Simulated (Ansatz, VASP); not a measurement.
**One calculation of HC18S, two programs**

```
CELL_PARAMETERS angstrom
7.39800 0.00000 0.00000
-3.69900 6.40686 0.00000
0.00000 0.00000 11.00000
ATOMIC_POSITIONS crystal
C 0.01055 0.00384 0.08514
C 0.23274 0.11486 0.08473
C 0.00939 0.33661 0.08608
C 0.23258 0.44823 0.09361
C 0.01054 0.67061 0.08513
C 0.23277 0.78190 0.08477
C 0.34378 0.00382 0.08402
C 0.56594 0.11494 0.08437
C 0.34410 0.33659 0.08727
C 0.56599 0.44814 0.08505
C 0.34415 0.67146 0.08748
C 0.56599 0.78183 0.08508
C 0.67695 0.00392 0.08418
C 0.89945 0.11533 0.08479
C 0.67698 0.33696 0.08420
C 0.89944 0.44809 0.08482
C 0.67709 0.67048 0.08559
C 0.89941 0.78166 0.08519
S 0.24067 0.45562 0.33306
H 0.45154 0.55774 0.32180
```

Alike in both runs: functional LDA; k mesh 2 × 2 × 1; occupations gaussian, width 0.05 eV; collinear spin.

Ansatz relaxed the structure, and its values are those at the end. VASP's run is a single point on that final structure, the one shown.

|  | VASP | Ansatz |
| --- | --- | --- |
| version | VASP 6.6.1 | Ansatz 0.2.0 |
| potentials or method | VASP PAW LDA potentials, release 64 (C, S, H) | scalar-relativistic, plane waves, PAW |
| plane-wave cutoff (eV) | 520 | 420 |
| valence electrons in the cell | 79 | 79 |

VASP gave:

* rms of the force components (eV/Å): 0.015
* net moment per atom (μB): 0.02
* size of the moment on the site where the two differ most (μB): 0.22

Estimate Ansatz's values.

rms of the force components (eV/Å): 0.005; net moment per atom (μB): 0.02; size of the moment on the site where the two differ most (μB): 0.06.

Site moments also hang on the region over which each program counts them.

Caveats: the k mesh is coarse (spacing up to 0.49 Å⁻¹), so the values aren't converged.
